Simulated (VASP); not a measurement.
Calculation: PBE GGA, VASP's PBE PAW potentials (set 64) (plane waves; VASP 6.6.1).

A VASP calculation is set up with these files.

**INCAR**
```
! general
SYSTEM  = CuI
PREC    = Accurate
ENCUT   = 400
LREAL   = .FALSE.
LASPH   = .TRUE.

! electronic loop
EDIFF   = 1E-7
NELM    = 100
ALGO    = Normal
LMAXMIX = 4

! smearing
ISMEAR  = -5

! functional
GGA     = PE

! ions
ISIF    = 2

! output
LWAVE   = .FALSE.
LCHARG  = .TRUE.
LORBIT  = 11
NEDOS   = 601
```

### POSCAR
```
CuI
1
    0.0000000000     3.0353534981     3.0353534981
    3.0353534981     0.0000000000     3.0353534981
    3.0353534981     3.0353534981    -0.0000000000
Cu I
1 1
Direct
  1.0000000000   0.0000000000   0.0000000000
  0.2500000000   0.2500000000   0.2500000000
```

**KPOINTS**
```
K-points
0
G
9 9 9
```

POTCAR, in this order: Cu I (PBE.64 set). Program: vasp_std.

Output

### OSZICAR
```
       N       E                     dE             d eps       ncg     rms          rms(c)
DAV:   1     0.985270590787E+02    0.98527E+02   -0.67955E+03   910   0.120E+03
DAV:   2     0.116473249922E+01   -0.97362E+02   -0.91803E+02   935   0.245E+02
DAV:   3    -0.553543583184E+01   -0.67002E+01   -0.66224E+01  1228   0.757E+01
DAV:   4    -0.577005788429E+01   -0.23462E+00   -0.23449E+00  1111   0.128E+01
DAV:   5    -0.577734101122E+01   -0.72831E-02   -0.72830E-02  1300   0.230E+00    0.523E+00
DAV:   6    -0.570202831647E+01    0.75313E-01   -0.34656E+00   949   0.527E+01    0.340E+00
DAV:   7    -0.556257823745E+01    0.13945E+00   -0.78030E-01   955   0.313E+01    0.170E+00
DAV:   8    -0.556548667304E+01   -0.29084E-02   -0.48663E-02  1376   0.373E+00    0.477E-01
DAV:   9    -0.556248328366E+01    0.30034E-02   -0.14825E-02  1128   0.380E+00    0.142E-01
DAV:  10    -0.556265744515E+01   -0.17416E-03   -0.73053E-04  1080   0.238E-01    0.571E-02
DAV:  11    -0.556268993129E+01   -0.32486E-04   -0.37248E-04  1138   0.582E-01    0.332E-02
DAV:  12    -0.556268706532E+01    0.28660E-05   -0.31429E-05  1417   0.114E-01    0.282E-02
DAV:  13    -0.556268526623E+01    0.17991E-05   -0.32753E-06  1390   0.465E-02    0.140E-02
DAV:  14    -0.556268492148E+01    0.34475E-06   -0.75951E-06  1273   0.839E-02    0.295E-03
DAV:  15    -0.556268525623E+01   -0.33475E-06   -0.10814E-06   995   0.886E-03    0.504E-03
DAV:  16    -0.556268518564E+01    0.70586E-07   -0.30979E-08   530   0.335E-03
   1 F= -.55626852E+01 E0= -.55626852E+01  d E =0.000000E+00
```

### OUTCAR
```
------------------------ aborting loop because EDIFF is reached ----------------------------------------
  FORCE on cell =-STRESS in cart. coord.  units (eV):
  Direction    XX          YY          ZZ          XY          YZ          ZX
  --------------------------------------------------------------------------------------
  Total        0.0001848      0.0001848      0.0001848      0.0000000      0.0000000      0.0000000
  in kB        0.0052930      0.0052930      0.0052930      0.0000000      0.0000000      0.0000000
  external PRESSURE =       0.0052930 kB  Pullay stress =       0.0000000 kB
  volume of cell :       55.93
      direct lattice vectors                 reciprocal lattice vectors
     0.000000000  3.035353498  3.035353498    -0.164725460  0.164725460  0.164725460
     3.035353498  0.000000000  3.035353498     0.164725460 -0.164725460  0.164725460
     3.035353498  3.035353498  0.000000000     0.164725460  0.164725460 -0.164725460
  FREE ENERGIE OF THE ION-ELECTRON SYSTEM (eV)
  ---------------------------------------------------
  free  energy   TOTEN  =        -5.5626851856 eV

  energy  without entropy=       -5.5626851856  energy(sigma->0) =       -5.56268519

 total charge

# of ion       s       p       d       tot
------------------------------------------
    1        0.326   0.259   9.333   9.917
    2        1.493   2.760   0.053   4.306
--------------------------------------------------
tot          1.819   3.019   9.386  14.223
```
(Selected blocks of OUTCAR.)

OUTCAR:
```
 val. band max:        4.3905918288   @ k =   0.0000   0.0000   0.0000

 cond. band min:       5.5214185526   @ k =   0.0000   0.0000   0.0000


 Fermi energy:         4.4088470465

 k-point     1 :       0.0000    0.0000    0.0000
  band No.  band energies     occupation
      1      -9.6013      2.00000
      2       0.7687      2.00000
      3       0.7687      2.00000
      4       0.7687      2.00000
      5       2.5562      2.00000
      6       2.5562      2.00000
      7       4.3906      2.00000
      8       4.3906      2.00000
      9       4.3906      2.00000
     10       5.5214      0.00000
     11       9.2645      0.00000
     12       9.2645      0.00000
     13       9.2645      0.00000

 k-point     2 :       0.1111    0.0000    0.0000
  band No.  band energies     occupation
      1      -9.5442      2.00000
      2       0.5321      2.00000
      3       0.7730      2.00000
      4       0.7730      2.00000
      5       2.5510      2.00000
      6       2.5510      2.00000
      7       3.8626      2.00000
      8       4.2984      2.00000
      9       4.2984      2.00000
     10       6.1181      0.00000
     11       9.1684      0.00000
     12       9.4397      0.00000
     13       9.4397      0.00000

 k-point     3 :       0.2222    0.0000    0.0000
  band No.  band energies     occupation
      1      -9.3925      2.00000
      2      -0.0572      2.00000
      3       0.7821      2.00000
      4       0.7821      2.00000
      5       2.5460      2.00000
      6       2.5460      2.00000
      7       3.2481      2.00000
      8       4.0834      2.00000
      9       4.0834      2.00000
     10       6.6241      0.00000
     11       9.6003      0.00000
     12       9.7602      0.00000
     13       9.7602      0.00000

 k-point     4 :       0.3333    0.0000    0.0000
  band No.  band energies     occupation
      1      -9.2057      2.00000
      2      -0.7038      2.00000
      3       0.7885      2.00000
...
```

Unless said otherwise, spin-orbit coupling is left out, though it shifts the bands of the heavy elements here.

The compound is CuI in the zinc blende structure. It was relaxed first.
